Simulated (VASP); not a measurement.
```
ZnCl2
1.0
    3.58647     0.00000     0.00000
    0.00000     3.58647     0.00000
    0.00000     0.00000    10.15932
Zn Cl
2 4
Direct
  0.00000   0.00000   0.00000
  0.50000   0.50000   0.50000
  0.50000   0.00000   0.13255
  0.50000   0.00000   0.63255
  0.00000   0.50000   0.36745
  0.00000   0.50000   0.86745
```

These are LDA (Ceperley-Alder, Perdew-Zunger) with spin-orbit coupling, VASP's LDA PAW potentials (set 64) (plane waves; VASP) values and carry that method's errors. Run with 400 eV cut-off, 6×6×2 Γ-centred mesh, Gaussian smearing of 0.050 eV, potentials Zn Cl.

Q: Give the energies of bands 43 to 56 at the high-symmetry points, in eV from the valence-band maximum.

A: 
```json
[
 {"band": "43", "Γ": "-0.59", "X": "-1.06", "M": "-1.88", "Z": "-0.85", "R": "-1.07", "A": "-2.00"},
 {"band": "44", "Γ": "-0.59", "X": "-1.06", "M": "-1.88", "Z": "-0.85", "R": "-1.07", "A": "-2.00"},
 {"band": "45", "Γ": "-0.53", "X": "-0.67", "M": "-1.83", "Z": "-0.37", "R": "-1.02", "A": "-1.75"},
 {"band": "46", "Γ": "-0.53", "X": "-0.67", "M": "-1.83", "Z": "-0.37", "R": "-1.02", "A": "-1.75"},
 {"band": "47", "Γ": "-0.25", "X": "-0.67", "M": "-1.83", "Z": "-0.37", "R": "-1.02", "A": "-1.75"},
 {"band": "48", "Γ": "-0.25", "X": "-0.67", "M": "-1.83", "Z": "-0.37", "R": "-1.02", "A": "-1.75"},
 {"band": "49", "Γ": "-0.05", "X": "-0.34", "M": "-1.41", "Z": "-0.16", "R": "-0.34", "A": "-1.54"},
 {"band": "50", "Γ": "-0.05", "X": "-0.34", "M": "-1.41", "Z": "-0.16", "R": "-0.34", "A": "-1.54"},
 {"band": "51", "Γ": "0.00", "X": "-0.34", "M": "-1.41", "Z": "-0.16", "R": "-0.34", "A": "-1.54"},
 {"band": "52", "Γ": "0.00", "X": "-0.34", "M": "-1.41", "Z": "-0.16", "R": "-0.34", "A": "-1.54"},
 {"band": "53", "Γ": "3.62", "X": "5.17", "M": "5.63", "Z": "4.41", "R": "5.28", "A": "6.18"},
 {"band": "54", "Γ": "3.62", "X": "5.17", "M": "5.63", "Z": "4.41", "R": "5.28", "A": "6.18"},
 {"band": "55", "Γ": "5.20", "X": "5.17", "M": "5.63", "Z": "4.41", "R": "5.28", "A": "6.18"},
 {"band": "56", "Γ": "5.20", "X": "5.17", "M": "5.63", "Z": "4.41", "R": "5.28", "A": "6.18"}
]
```

The gap is direct, 3.62 eV, from the valence maximum at Γ to the conduction minimum at Γ.

The structure comes from a computed database's ZnCl2 entry (P4_2/nmc); how it stands against other phases isn't given here. It was relaxed first, which changed the volume by -12 %.
